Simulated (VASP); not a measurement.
# SiN with vdW-DF: from relaxation to properties, part 2 of 2

Aim: relax SiN, then compute properties on the relaxed cell. The cell is invented: it takes the structure of a Materials Project entry for HfTiN2 (space group 166 there), with some of its atoms replaced by other elements, volume scaled by an estimate. It may not be a known or stable phase.

VASP 6.6.1, plane waves and PAW; the level of theory is named at each step.

So far. Step 6 (Total and projected DOS (vdW-DF)): The finer mesh and the other smearing move the Fermi level by -0.01 eV from the 9×9×9 run, a small shift, which tests the Fermi level alone. Of the states within 0.3 eV of the Fermi level, the largest shares in the PAW spheres are N p 34 %, Si p 15 % and Si s 5 %. The rest lies in smaller channels or between the spheres. Step 7 (Volume scan with vdW-DF, volume scale 0.94): The pressure here is 12.55 GPa.

**8. Volume scan with vdW-DF, volume scale 0.96**

The input, INCAR:

```
SYSTEM = SiN
PREC = Accurate
ENCUT = 520
EDIFF = 1E-06
NELM = 100
ISMEAR = 0
SIGMA = 0.05
LREAL = .FALSE.
ALGO = Normal
GGA = RE
AGGAC = 0
LUSE_VDW = .TRUE.
LASPH = .TRUE.
NBANDS = 15
LORBIT = 11
LWAVE = .FALSE.
LCHARG = .FALSE.
KPAR = 2
ISIF = 2
```

The input, POSCAR:

```
SiN
1.0
    1.4094123294      0.8137247692      5.6097666006
   -1.4094123294      0.8137247692      5.6097666006
    0.0000000000     -1.6274495383      5.6097666006
Si N
2 2
Direct
    0.5000000000      0.5000000000      0.5000000000
    0.0000000000      0.0000000000      0.0000000000
    0.2246857559      0.2246857559      0.2246857559
    0.7753142441      0.7753142441      0.7753142441
```

The input, KPOINTS:

```
Automatic mesh
0
Gamma
9 9 9
0 0 0
```

Potentials, in the order of the species: Si and N (PBE family, release 64).

Run with:

```bash
> mpirun -np 2 vasp_std
```

Run time: 2.3 min. Hardware: 2 MPI ranks of Intel Xeon 6975P-C (Granite Rapids), shared host; peak memory 1.6 GiB; 4.6 min of CPU time.

This step gave:

- SCF cycles: 14
- free energy (TOTEN): -19.42 eV
- energy at zero smearing: -19.42 eV
- Fermi energy: 9.912 eV
- pressure: 7.949 GPa

Force by atom:

| atom | x (eV/Å) | y (eV/Å) | z (eV/Å) | size |
| --- | --- | --- | --- | --- |
| Si1 | 0.000 | 0.000 | 0.000 | 0.000 |
| Si2 | 0.000 | 0.000 | 0.000 | 0.000 |
| N3 | 0.000 | 0.000 | 0.332 | 0.332 |
| N4 | 0.000 | 0.000 | -0.332 | 0.332 |

The pressure falls from 12.55 to 7.95 GPa.

The run ends at a pressure of 7.95 GPa, with forces up to 0.33 eV/Å.

**9. Volume scan with vdW-DF, volume scale 0.98**

INCAR is that of step 8.

The input, POSCAR:

```
SiN
1.0
    1.4191327216      0.8193368415      5.6484558687
   -1.4191327216      0.8193368415      5.6484558687
    0.0000000000     -1.6386736829      5.6484558687
Si N
2 2
Direct
    0.5000000000      0.5000000000      0.5000000000
    0.0000000000      0.0000000000      0.0000000000
    0.2246857559      0.2246857559      0.2246857559
    0.7753142441      0.7753142441      0.7753142441
```

KPOINTS is that of step 8.

Run with:

```bash
> mpirun -np 2 vasp_std
```

The job ended after 2.3 min (2 MPI ranks; peak memory 1.7 GiB; 4.6 min of CPU time).

The pressure falls from 7.95 to 3.80 GPa.

The run ends at a pressure of 3.80 GPa, with forces up to 0.15 eV/Å.

**10. Volume scan with vdW-DF, volume scale 1**

INCAR is that of step 9.

The input, POSCAR:

```
SiN
1.0
    1.4287217471      0.8248730692      5.6866222688
   -1.4287217471      0.8248730692      5.6866222688
    0.0000000000     -1.6497461383      5.6866222688
Si N
2 2
Direct
    0.5000000000      0.5000000000      0.5000000000
    0.0000000000      0.0000000000      0.0000000000
    0.2246857559      0.2246857559      0.2246857559
    0.7753142441      0.7753142441      0.7753142441
```

KPOINTS is that of step 9.

Run with:

```bash
> mpirun -np 2 vasp_std
```

Run time: 2.3 min. Hardware: 2 MPI ranks; peak memory 1.6 GiB; 4.6 min of CPU time.

The pressure falls from 3.80 to 0.05 GPa.

The run ends at a pressure of 0.05 GPa, with forces up to 0.0099 eV/Å.

**11. Volume scan with vdW-DF, volume scale 1.02**

INCAR is that of step 10.

The input, POSCAR:

```
SiN
1.0
    1.4381837563      0.8303359640      5.7242831165
   -1.4381837563      0.8303359640      5.7242831165
    0.0000000000     -1.6606719278      5.7242831165
Si N
2 2
Direct
    0.5000000000      0.5000000000      0.5000000000
    0.0000000000      0.0000000000      0.0000000000
    0.2246857559      0.2246857559      0.2246857559
    0.7753142441      0.7753142441      0.7753142441
```

KPOINTS is that of step 10.

Run with:

```bash
> mpirun -np 2 vasp_std
```

Wall time 2.4 min (2 MPI ranks); peak memory 1.7 GiB; 4.8 min of CPU time.

The pressure falls from 0.05 to -3.34 GPa.

The run ends at a pressure of -3.34 GPa, with forces up to 0.16 eV/Å.

**12. Volume scan with vdW-DF, volume scale 1.04**

INCAR is that of step 11.

The input, POSCAR:

```
SiN
1.0
    1.4475228735      0.8357279070      5.7614548276
   -1.4475228735      0.8357279070      5.7614548276
    0.0000000000     -1.6714558139      5.7614548276
Si N
2 2
Direct
    0.5000000000      0.5000000000      0.5000000000
    0.0000000000      0.0000000000      0.0000000000
    0.2246857559      0.2246857559      0.2246857559
    0.7753142441      0.7753142441      0.7753142441
```

KPOINTS is that of step 11.

Run with:

```bash
> mpirun -np 2 vasp_std
```

Wall time 2.4 min (2 MPI ranks); peak memory 1.7 GiB; 4.7 min of CPU time.

The pressure falls from -3.34 to -6.39 GPa.

The run ends at a pressure of -6.39 GPa, with forces up to 0.30 eV/Å.

**13. Volume scan with vdW-DF, volume scale 1.06**

A prediction first. A parabola through the 6 pressures of evenly scaled cells so far, P = 0.04 -178.7 t +376 t² GPa with t = ln(V/V₁) and V₁ the volume at scale 1, gives -9.09 GPa at t = +0.0583.

INCAR is that of step 12.

The input, POSCAR:

```
SiN
1.0
    1.4567430130      0.8410511582      5.7981529815
   -1.4567430130      0.8410511582      5.7981529815
    0.0000000000     -1.6821023164      5.7981529815
Si N
2 2
Direct
    0.5000000000      0.5000000000      0.5000000000
    0.0000000000      0.0000000000      0.0000000000
    0.2246857559      0.2246857559      0.2246857559
    0.7753142441      0.7753142441      0.7753142441
```

KPOINTS is that of step 12.

Run with:

```bash
> mpirun -np 2 vasp_std
```

Run time: 2.3 min. Hardware: 2 MPI ranks; peak memory 1.7 GiB.

The pressure falls from -6.39 to -9.15 GPa. The parabola predicted -9.09 GPa, +0.06 GPa off.

**14. Comparing the runs**

Times are for 2 MPI ranks of Intel Xeon 6975P-C (Granite Rapids), shared host. The runs compared:

| no. | volume scale | energy above the lowest point (meV/atom) | pressure (GPa) | time | memory (GiB) |
| --- | --- | --- | --- | --- | --- |
| 1 | 0.94 | 22.97 | 12.55 | 2 min | 1.6 |
| 2 | 0.96 | 10 | 7.949 | 2.3 min | 1.6 |
| 3 | 0.98 | 2.51 | 3.800 | 2.3 min | 1.7 |
| 4 | 1 | 0 | 0.04931 | 2.3 min | 1.6 |
| 5 | 1.02 | 1.97 | -3.338 | 2.4 min | 1.7 |
| 6 | 1.04 | 7.98 | -6.394 | 2.4 min | 1.7 |
| 7 | 1.06 | 17.64 | -9.148 | 2.3 min | 1.7 |

**15. Fit for vdW-DF**

This step: Birch-Murnaghan fit, vdW-DF; plane waves and PAW; invented cell (VASP 6.6.1).

Derived from the runs above.

Numbers from this step:

```
pressure derivative of the bulk modulus : 4.097
r.m.s. error of the fit                 : 2.17e-6 eV/atom
minimum inside the sampled range        : yes
bulk modulus                            : 177.7 GPa
equilibrium volume of the fit           : 10.06 Å³/atom
```

Table of energy above the fitted minimum by volume:

| volume (Å³/atom) | energy above the fitted minimum (eV/atom) |
| --- | --- |
| 9.449 | 0.0230 |
| 9.651 | 0.0100 |
| 9.852 | 0.00252 |
| 10.053 | 3.1e-6 |
| 10.254 | 0.00197 |
| 10.455 | 0.00798 |
| 10.656 | 0.0176 |

The fitted volume lies +0.09 % from the relaxed one. The atoms bear forces along the scan, since they were held; freeing them would lower the modulus.

**16. Band structure (r2SCAN)**

This step: r2SCAN; plane waves and PAW (Si, N); invented cell (VASP 6.6.1).

The mesh alone shows little of the dispersion and can miss band extrema, so KPOINTS_OPT adds a path through the symmetry points after the self-consistent cycle. r2SCAN adds the kinetic-energy density, costs more than a GGA and is run with LASPH.

The input, INCAR:

```
SYSTEM = SiN
PREC = Accurate
ENCUT = 520
EDIFF = 1E-06
NELM = 100
ISMEAR = 0
SIGMA = 0.05
LREAL = .FALSE.
ALGO = Normal
METAGGA = R2SCAN
LASPH = .TRUE.
NBANDS = 23
LORBIT = 11
LWAVE = .FALSE.
LCHARG = .FALSE.
KPAR = 2
```

The input, POSCAR:

```
SiN
1.0
    1.4287217471      0.8248730692      5.6866222688
   -1.4287217471      0.8248730692      5.6866222688
    0.0000000000     -1.6497461383      5.6866222688
Si N
2 2
Direct
    0.5000000000      0.5000000000      0.5000000000
    0.0000000000      0.0000000000      0.0000000000
    0.2246857559      0.2246857559      0.2246857559
    0.7753142441      0.7753142441      0.7753142441
```

KPOINTS is that of step 13.

The input, KPOINTS_OPT:

```
Line mode
16
Line-mode
Reciprocal
  0.00000000   0.00000000   0.00000000 GAMMA
  0.50000000   0.00000000   0.00000000 L

  0.50000000   0.00000000   0.00000000 L
  0.50000000   0.18069397  -0.18069397 B1

  0.81930603   0.50000000   0.18069397 B
  0.50000000   0.50000000   0.50000000 Z

  0.50000000   0.50000000   0.50000000 Z
  0.00000000   0.00000000   0.00000000 GAMMA

  0.00000000   0.00000000   0.00000000 GAMMA
  0.34034698   0.00000000  -0.34034698 X

  0.65965302   0.34034698   0.00000000 Q
  0.50000000   0.50000000   0.00000000 F

  0.50000000   0.50000000   0.00000000 F
  0.65965302   0.65965302   0.18069397 P1

  0.65965302   0.65965302   0.18069397 P1
  0.50000000   0.50000000   0.50000000 Z

  0.50000000   0.00000000   0.00000000 L
  0.81930603   0.34034698   0.34034698 P
```

Run with:

```bash
> mpirun -np 2 vasp_std
```

Run time: 6.5 min. Hardware: 2 MPI ranks; peak memory 0.8 GiB; 13 min of CPU time.

At this level the cell is under a tension of 10.3 GPa, so at these settings it is away from equilibrium.

Numbers from this step:

- SCF cycles: 13
- bands: 23
- free energy (TOTEN): -34.99 eV
- energy at zero smearing: -34.99 eV
- Fermi energy: 9.280 eV
- pressure: -10.28 GPa

Electronic bands along the path, in eV, zero at the Fermi level; # counts the bands kept:

| point | #4 | #5 | #6 | #7 | #8 | #9 | #10 | #11 |
| --- | --- | --- | --- | --- | --- | --- | --- | --- |
| Γ | -2.22 | -2.22 | -1.33 | -1.33 | 5.45 | 6.51 | 7.57 | 8.06 |
| 0.47 of the way | -3.46 | -2.60 | -1.54 | -1.16 | 3.06 | 4.52 | 6.83 | 7.17 |
| L | -5.82 | -4.42 | -2.10 | -0.90 | 0.75 | 2.71 | 5.75 | 6.16 |
| 0.47 of the way | -5.95 | -4.63 | -4.05 | -0.34 | 0.96 | 2.56 | 3.45 | 8.24 |
| B1 | -5.83 | -4.24 | -3.76 | -2.04 | 0.02 | 1.20 | 4.92 | 8.09 |
| jump to B | -5.83 | -4.24 | -3.76 | -2.04 | 0.02 | 1.20 | 4.92 | 8.09 |
| 0.53 of the way | -5.06 | -2.98 | -2.34 | 0.11 | 3.48 | 3.65 | 5.46 | 7.33 |
| Z | -2.20 | -1.37 | -1.37 | 0.96 | 3.71 | 6.28 | 8.56 | 8.78 |
| 0.53 of the way | -2.21 | -1.35 | -1.35 | -0.62 | 4.76 | 6.31 | 8.14 | 8.29 |
| Γ | -2.22 | -2.22 | -1.33 | -1.33 | 5.45 | 6.51 | 7.57 | 8.06 |
| 0.53 of the way | -4.39 | -3.22 | -1.94 | -0.68 | 2.21 | 3.13 | 5.13 | 7.40 |
| X | -5.77 | -4.52 | -3.69 | -1.95 | 0.64 | 0.65 | 4.87 | 8.08 |
| jump to Q | -5.77 | -4.52 | -3.69 | -1.95 | 0.64 | 0.65 | 4.87 | 8.08 |
| 0.53 of the way | -4.70 | -3.40 | -3.34 | -2.57 | -0.47 | 2.41 | 5.13 | 6.55 |
| F | -4.51 | -4.38 | -2.47 | -1.88 | -1.03 | 4.58 | 4.60 | 5.15 |
| 0.53 of the way | -4.50 | -4.31 | -2.62 | -1.90 | -0.72 | 4.21 | 4.92 | 5.20 |
| P1 | -4.48 | -4.48 | -2.61 | -1.93 | -0.22 | 3.85 | 5.19 | 5.30 |
| 0.53 of the way | -3.79 | -3.44 | -1.43 | 0.34 | 3.10 | 4.77 | 6.68 | 6.70 |
| Z | -2.20 | -1.37 | -1.37 | 0.96 | 3.71 | 6.28 | 8.56 | 8.78 |
| jump to L | -5.82 | -4.42 | -2.10 | -0.90 | 0.75 | 2.71 | 5.75 | 6.16 |
| 0.47 of the way | -5.28 | -4.44 | -2.05 | -1.49 | 0.56 | 3.02 | 5.61 | 5.80 |
| P | -4.48 | -4.48 | -2.61 | -1.93 | -0.22 | 3.85 | 5.19 | 5.30 |

Of the projections kept (Si, N), the largest for each band there; the rest of the weight can lie on other orbitals:

| point | #4 | #5 | #6 | #7 | #8 | #9 | #10 | #11 |
| --- | --- | --- | --- | --- | --- | --- | --- | --- |
| Γ | N 1.00 | N 1.00 | N 0.85 | N 0.85 | N 0.61 | N 0.55 | Si 0.70 | Si 0.99 |
| L | Si 0.50 | N 0.74 | N 0.95 | N 0.56 | N 0.57 | Si 0.65 | Si 0.88 | N 0.52 |
| B1 | N 0.63 | N 0.56 | N 0.73 | Si 0.66 | Si 0.57 | N 0.64 | Si 0.73 | Si 0.50 |
| B | N 0.63 | N 0.56 | N 0.73 | Si 0.66 | Si 0.57 | N 0.64 | Si 0.73 | Si 0.50 |
| Z | N 0.99 | N 0.86 | N 0.86 | N 0.90 | N 0.52 | Si 0.55 | Si 0.61 | Si 0.99 |
| Γ | N 1.00 | N 1.00 | N 0.85 | N 0.85 | N 0.61 | N 0.55 | Si 0.70 | Si 0.99 |

Force by atom:

| atom | x (eV/Å) | y (eV/Å) | z (eV/Å) | size |
| --- | --- | --- | --- | --- |
| Si1 | 0.000 | 0.000 | 0.000 | 0.000 |
| Si2 | 0.000 | 0.000 | 0.000 | 0.000 |
| N3 | 0.000 | 0.000 | -0.301 | 0.301 |
| N4 | 0.000 | 0.000 | 0.301 | 0.301 |

There is no gap at this level.

**17. Bands along the symmetry lines (TB-mBJ)**

This step: TB-mBJ; plane waves and PAW (Si, N); invented cell (VASP 6.6.1).

Levels along the symmetry lines show where the bands peak and cross; KPOINTS_OPT computes them in the converged potential. TB-mBJ is a local potential fitted to gaps: it costs far less than a hybrid but gives no energy.

Edit INCAR of step 16 so:

```diff
@@ -4,3 +4,3 @@
 EDIFF = 1E-06
-NELM = 100
+NELM = 150
 ISMEAR = 0
@@ -9,3 +9,3 @@
 ALGO = Normal
-METAGGA = R2SCAN
+METAGGA = MBJ
 LASPH = .TRUE.
```

POSCAR is that of step 16.

KPOINTS is that of step 16.

KPOINTS_OPT is that of step 16.

Run with:

```bash
> mpirun -np 2 vasp_std
```

Run time: 5.5 min. Hardware: 2 MPI ranks; peak memory 0.83 GiB.

This functional is a potential without an energy, so its energies, forces and stress mean nothing and are not read.

This step gave:

```
SCF cycles   : 62
Fermi energy : 9.464 eV
```

Electronic bands along the path, in eV, zero at the Fermi level; # counts the bands kept:

| point | #4 | #5 | #6 | #7 | #8 | #9 | #10 | #11 |
| --- | --- | --- | --- | --- | --- | --- | --- | --- |
| Γ | -2.31 | -2.31 | -1.62 | -1.62 | 5.35 | 6.44 | 7.49 | 7.76 |
| 0.47 of the way | -3.58 | -2.64 | -1.73 | -1.20 | 3.04 | 4.49 | 6.61 | 7.05 |
| L | -5.62 | -4.52 | -2.23 | -0.99 | 0.77 | 2.71 | 5.53 | 6.18 |
| 0.47 of the way | -5.76 | -4.55 | -4.07 | -0.45 | 0.91 | 2.52 | 3.49 | 8.04 |
| B1 | -5.79 | -4.14 | -3.69 | -2.02 | 0.05 | 1.13 | 5.00 | 7.73 |
| jump to B | -5.79 | -4.14 | -3.69 | -2.02 | 0.05 | 1.13 | 5.00 | 7.73 |
| 0.53 of the way | -5.04 | -3.04 | -2.50 | 0.02 | 3.40 | 3.61 | 5.45 | 7.12 |
| Z | -2.30 | -1.64 | -1.64 | 0.84 | 3.64 | 6.16 | 8.47 | 8.47 |
| 0.53 of the way | -2.30 | -1.63 | -1.63 | -0.69 | 4.68 | 6.20 | 7.98 | 7.98 |
| Γ | -2.31 | -2.31 | -1.62 | -1.62 | 5.35 | 6.44 | 7.49 | 7.76 |
| 0.53 of the way | -4.38 | -3.30 | -2.02 | -0.74 | 2.16 | 3.15 | 5.13 | 7.10 |
| X | -5.75 | -4.37 | -3.64 | -1.91 | 0.60 | 0.63 | 4.95 | 7.71 |
| jump to Q | -5.75 | -4.37 | -3.64 | -1.91 | 0.60 | 0.63 | 4.95 | 7.71 |
| 0.53 of the way | -4.65 | -3.45 | -3.26 | -2.55 | -0.46 | 2.38 | 5.18 | 6.38 |
| F | -4.60 | -4.23 | -2.41 | -2.02 | -1.01 | 4.64 | 4.65 | 4.95 |
| 0.53 of the way | -4.59 | -4.20 | -2.56 | -2.03 | -0.71 | 4.24 | 4.99 | 4.99 |
| P1 | -4.58 | -4.38 | -2.55 | -2.07 | -0.22 | 3.85 | 5.09 | 5.27 |
| 0.53 of the way | -3.85 | -3.55 | -1.62 | 0.24 | 3.07 | 4.76 | 6.48 | 6.55 |
| Z | -2.30 | -1.64 | -1.64 | 0.84 | 3.64 | 6.16 | 8.47 | 8.47 |
| jump to L | -5.62 | -4.52 | -2.23 | -0.99 | 0.77 | 2.71 | 5.53 | 6.18 |
| 0.47 of the way | -5.13 | -4.54 | -2.18 | -1.53 | 0.56 | 3.01 | 5.39 | 5.86 |
| P | -4.58 | -4.38 | -2.55 | -2.07 | -0.22 | 3.85 | 5.09 | 5.27 |

Of the projections kept (Si, N), the largest for each band there; the rest of the weight can lie on other orbitals:

| point | #4 | #5 | #6 | #7 | #8 | #9 | #10 | #11 |
| --- | --- | --- | --- | --- | --- | --- | --- | --- |
| Γ | N 1.00 | N 1.00 | N 0.86 | N 0.86 | N 0.61 | N 0.57 | Si 0.69 | Si 0.99 |
| L | N 0.52 | N 0.76 | N 0.96 | N 0.56 | N 0.60 | Si 0.66 | Si 0.88 | N 0.55 |
| B1 | N 0.67 | N 0.58 | N 0.76 | Si 0.66 | Si 0.57 | N 0.64 | Si 0.74 | N 0.51 |
| B | N 0.67 | N 0.58 | N 0.76 | Si 0.66 | Si 0.57 | N 0.64 | Si 0.74 | N 0.51 |
| Z | N 1.00 | N 0.86 | N 0.86 | N 0.90 | N 0.53 | Si 0.54 | Si 0.99 | Si 0.99 |
| Γ | N 1.00 | N 1.00 | N 0.86 | N 0.86 | N 0.61 | N 0.57 | Si 0.69 | Si 0.99 |

There is no gap at this level.

**18. Outcome**

```yaml
relaxed_volume: 10.05 Å³/atom
relaxed_conventional_cell_a_b_c: 2.857, 2.857, 17.060 Å; angles 90.0, 90.0, 120.0°
space_group_after_relaxing_within_0p02_a: R-3m (No. 166)
band_gap: none, a metal
dos_at_the_fermi_level: 0.913 states/eV/cell
bulk_modulus_from_the_fit: 178 GPa
volume_from_the_fit: 10.1 Å³/atom
band_gap_r2scan: none, a metal
band_gap_tb_mbj: none, a metal
```

What this shows: With vdW-DF, SiN relaxes to 10.05 Å³/atom in space group R-3m (held by the symmetry of the run), comes out as a metal and has a bulk modulus of 178 GPa at fixed shape and positions, an upper bound. Bands along the symmetry lines (vdW-DF): Of the bands kept, 2 cross the Fermi level on this path. Band structure (r2SCAN): Of the bands kept, 2 cross the Fermi level on this path. Bands along the symmetry lines (TB-mBJ): Of the bands kept, 2 cross the Fermi level on this path. The other levels ran on the cell relaxed with vdW-DF, and without spin-orbit coupling unless named. No search among competing phases was made. All values are for a static lattice at zero temperature.

[Lines on the potential files, build, host, timing and source positions are cut from VASP's logs without a mark.]

[Logs are printed without paths, hosts, clocks, repeated set-up lines and the standing remarks that a program may print on its own settings, such as how far it seeks lower states.]

[Hosts, paths, dates, database ids (printed as entryN), source tags and the programs' standing remarks are cut or masked in the printed files.]

[A measured line is paired with the nearest computed mode of its activity, which favours agreement.]
